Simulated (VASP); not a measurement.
# BiTe (Fm-3m) in VASP: equation of state, part 2 of 2

VASP 6.6.1. Earlier steps stand in the parts before.

### Step 7. Equation of state, PBE, 35.89 Å³/atom (volume scaled by 1.06)

INCAR reads:

```
  PREC = Accurate
  ENCUT = 520
  EDIFF = 1E-7
  ISMEAR = -1
  SIGMA = 0.05
  LREAL = False
  LASPH = True
  NELM = 80
  ALGO = Normal
  ISIF = 2
  LWAVE = False
  LCHARG = False
  GGA = PE
  NBANDS = 18
```

KPOINTS reads:

```
regular mesh
0
Gamma
  7 7 7
```

POSCAR reads:

```
BiTe
1.0
    0.0000000000      3.2984474805      3.2984474805
    3.2984474805      0.0000000000      3.2984474805
    3.2984474805      3.2984474805      0.0000000000
Bi Te
1 1
Direct
    0.0000000000      0.0000000000      0.0000000000
    0.5000000000      0.5000000000      0.5000000000
```

Potentials or basis: VASP PAW PBE potentials, release 64 (Bi_d, Te).

The run is started by

```sh
> cat potpaw_PBE.64/Bi_d/POTCAR potpaw_PBE.64/Te/POTCAR > POTCAR
> mpirun -np 1 vasp_std > vasp.out
```

OUTCAR:

```text
PREC = Accurate
   ENCUT = 520
   EDIFF = 1E-7
   ISMEAR = -1
   LREAL = False
   LASPH = True
   NELM = 80
   ISIF = 2
   GGA = PE

 ion  position               nearest neighbor table
   1  0.000  0.000  0.000-   2 3.30   2 3.30   2 3.30   2 3.30   2 3.30   2 3.30
   2  0.500  0.500  0.500-   1 3.30   1 3.30   1 3.30   1 3.30   1 3.30   1 3.30

  LATTYP: Found a face centered cubic cell.
 ALAT       =     6.5968949610

  Lattice vectors:

 A1 = (   0.0000000000,   3.2984474805,   3.2984474805)
 A2 = (   3.2984474805,   0.0000000000,   3.2984474805)
 A3 = (   3.2984474805,   3.2984474805,   0.0000000000)

Analysis of symmetry for initial positions (statically):
=====================================================================
 Subroutine PRICEL returns:
 Original cell was already a primitive cell.

 Routine SETGRP: Setting up the symmetry group for a
 face centered cubic supercell.

 Subroutine GETGRP returns: Found 48 space group operations
 (whereof 48 operations were pure point group operations)
 out of a pool of 48 trial point group operations.
[... 154 lines left out ...]
  free energy    TOTEN  =        -7.14600898 eV

  energy without entropy =       -7.12603207  energy(sigma->0) =       -7.13602052

 E-fermi :   5.9874     XC(G=0):  -9.1735

 val. band max:        5.9551140234   @ k =  -0.4286   0.1429   0.0000
 cond. band min:       6.0227233347   @ k =  -0.4286   0.1429   0.0000
 fundamental gap:      0.0676093113
 Fermi energy:         5.9873866077

 k-point     1 :       0.0000    0.0000    0.0000
  band No.  band energies     occupation
      1     -17.1709      2.00000
      2     -17.1709      2.00000
      3     -17.1709      2.00000
      4     -17.1706      2.00000
      5     -17.1706      2.00000
      6      -7.1691      2.00000
[... 397 lines left out ...]
      5     -17.1635      2.00000
      6      -5.1199      2.00000
[... 10 lines left out ...]
     17      15.1180      0.00000
     18      15.8946      0.00000

------------------------ aborting loop because EDIFF is reached ----------------------------------------

  FORCE on cell =-STRESS in cart. coord.  units (eV):
  Direction    XX          YY          ZZ          XY          YZ          ZX
  --------------------------------------------------------------------------------------
  -------------------------------------------------------------------------------------
  Total       -0.7759792     -0.7759792     -0.7759792     -0.0000000      0.0000000     -0.0000000
  in kB      -17.3221551    -17.3221551    -17.3221551     -0.0000000      0.0000000     -0.0000000
  external PRESSURE =     -17.3221551 kB  Pullay stress =       0.0000000 kB

 VOLUME and BASIS-vectors are now :
 -----------------------------------------------------------------------------
  energy-cutoff  :      520.00
  volume of cell :       71.77
      direct lattice vectors                 reciprocal lattice vectors
     0.000000000  3.298447481  3.298447481    -0.151586467  0.151586467  0.151586467
     3.298447481  0.000000000  3.298447481     0.151586467 -0.151586467  0.151586467
     3.298447481  3.298447481  0.000000000     0.151586467  0.151586467 -0.151586467

 POSITION                                       TOTAL-FORCE (eV/Angst)
 -----------------------------------------------------------------------------------
      0.00000      0.00000      0.00000        -0.000000      0.000000     -0.000000
      3.29845      3.29845      3.29845         0.000000     -0.000000      0.000000
 -----------------------------------------------------------------------------------
    total drift:                               -0.000000      0.000000      0.000000

  FREE ENERGIE OF THE ION-ELECTRON SYSTEM (eV)
  ---------------------------------------------------
  free  energy   TOTEN  =        -7.1460089780 eV

  energy  without entropy=       -7.1260320716  energy(sigma->0) =       -7.13602052
```

OSZICAR:

```text
N       E                     dE             d eps       ncg     rms          rms(c)
DAV:   1     0.160053875258E+03    0.16005E+03   -0.10021E+04   720   0.112E+03
DAV:   2     0.544658438303E+01   -0.15461E+03   -0.15061E+03   774   0.299E+02
DAV:   3    -0.680787677743E+01   -0.12254E+02   -0.12012E+02   884   0.894E+01
DAV:   4    -0.716556151119E+01   -0.35768E+00   -0.35726E+00   842   0.165E+01
DAV:   5    -0.718080844460E+01   -0.15247E-01   -0.15245E-01  1010   0.330E+00    0.569E+00
DAV:   6    -0.714097561650E+01    0.39833E-01   -0.13968E-01   996   0.215E+00    0.349E+00
DAV:   7    -0.714552894467E+01   -0.45533E-02   -0.28332E-02   786   0.817E-01    0.800E-01
DAV:   8    -0.714585658667E+01   -0.32764E-03   -0.35960E-03   844   0.400E-01    0.117E-01
DAV:   9    -0.714600313385E+01   -0.14655E-03   -0.43593E-04   798   0.123E-01    0.503E-02
DAV:  10    -0.714600594584E+01   -0.28120E-05   -0.21458E-05   922   0.269E-02    0.339E-02
DAV:  11    -0.714601001314E+01   -0.40673E-05   -0.26031E-05   776   0.352E-02    0.500E-03
DAV:  12    -0.714600906272E+01    0.95042E-06   -0.42177E-06   862   0.161E-02    0.349E-03
DAV:  13    -0.714600897797E+01    0.84748E-07   -0.43489E-07   868   0.481E-03
   1 F= -.71460090E+01 E0= -.71360205E+01  d E =-.199769E-01
```

It took 29 s on 1 thread of Intel Xeon Platinum 8559C (Emerald Rapids), shared host; peak memory 0.2 GiB.

Results:

```
Free energy            : -7.1460 eV
Pressure               : -1.7 GPa
Band gap on the k mesh : none (metal or under the smearing width)
```

Caveat: spin-orbit coupling is left out, which moves the levels of the heavy elements.

### Step 8. Equation of state, PBE

Potentials or basis: VASP PAW PBE potentials, release 64 (Bi_d, Te).

This step only gathers the single runs of the series.

What came out:

- Equilibrium volume: 34.49 Å³/atom
- Bulk modulus: 46 GPa
- Pressure derivative of the bulk modulus: 4.5

Energy against volume, from the lowest point:
| volume (Å³/atom) | energy (meV/atom) |
| --- | --- |
| 31.824 | 34.75 |
| 32.501 | 18.63 |
| 33.178 | 7.81 |
| 33.855 | 1.76 |
| 34.532 | 0.00 |
| 35.209 | 2.06 |
| 35.886 | 7.56 |

Caveat: spin-orbit coupling is left out, which moves the levels of the heavy elements.
